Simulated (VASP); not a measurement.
HoO:

```
Ho O
1.0
     3.06403    0.00000    0.00000
    -1.53202    2.65353    0.00000
     0.00000    0.00000    2.99034
Ho O
1 1
Direct
  0.00000 0.00000 0.00000
  0.66667 0.33333 0.50000
```

The cell comes from a database or a generator and needn't be the stable form of this composition.

Base run:

- Program: VASP 6.6.1
- Functional: r2SCAN
- Potentials or basis: VASP PAW PBE potentials, release 64 (Ho, O)
- Cutoff: 520 eV
- k mesh: 7 × 7 × 6
- Occupations: gaussian, width 0.05 eV
- Spin: collinear spin, ferromagnetic start
- Starting moments: [4.0, 0.0] μB
- Fixed moment: 3 μB
- Hubbard terms: Ho f U = 4 eV

Its results: pressure 35.3 GPa; net moment 3.00 μB per cell; site moments Ho +3.42; O -0.06 μB.

Question: The run is repeated on the same cell with these changes: fixed moment from 3 μB to none; hubbard terms from Ho f U = 4 eV to Ho f U = 2 eV. What comes out?

Answer: Pressure 28.2 GPa; net moment 3.71 μB per cell; site moments Ho +3.76; O -0.03 μB.

Caveats: the magnetic or orbital state may not be the lowest; a pressure of tens of GPa on the cell as given is suspect, and the run, the potentials or the cell itself is likely at fault; the PAW data sets were made with another functional, which shifts forces and pressure a little; the total moment is fixed, so each spin has its own Fermi level (some runs).
